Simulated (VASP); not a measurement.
Given:

```xyz
4
Lattice="3.7619 0.0000 0.0000 0.0000 3.7619 0.0000 0.0000 0.0000 3.7619" Properties=species:S:1:pos:R:3 pbc="T T T"
Ir     1.8809     1.8809     1.8809
O      1.8809     1.8809     0.0000
O      0.0000     1.8809     1.8809
O      1.8809     0.0000     1.8809
```

Method: PBEsol GGA, VASP's PBE PAW potentials (set 64) (plane waves; VASP). Run with 520 eV cut-off, Gaussian smearing of 0.050 eV, potentials Ir O.

Problem. Give the energies of bands 4 to 16 at the high-symmetry points, in eV from the Fermi level.

Solution. 
```
band      Γ      X       M       R
----  -----  -----  ------  ------
4     -5.34  -9.92  -10.11  -10.10
5     -5.34  -6.23   -9.64  -10.10
6     -5.34  -6.23   -7.79   -9.27
7     -4.17  -4.95   -6.19   -7.72
8     -4.17  -4.95   -6.19   -7.72
9     -4.17  -4.15   -4.55   -7.72
10    -2.41  -3.77   -3.19   -1.20
11    -2.41  -2.70   -3.19   -1.20
12    -2.41  -2.38   -1.21   -1.20
13    -2.40  -2.38    0.39    0.97
14    -2.40  -0.24    0.39    0.97
15    -2.40   0.38    0.93    0.97
16    -0.24   0.38    1.54    7.38
```

It has no gap at this level: it comes out as a metal or semimetal.

The structure comes from a computed database's IrO3 entry (Pm-3m); how it stands against other phases isn't given here. It was relaxed first. The electron count is odd and the run is not spin-polarised, which forces a metal. VASP warned that the highest band is occupied, so more bands are needed.
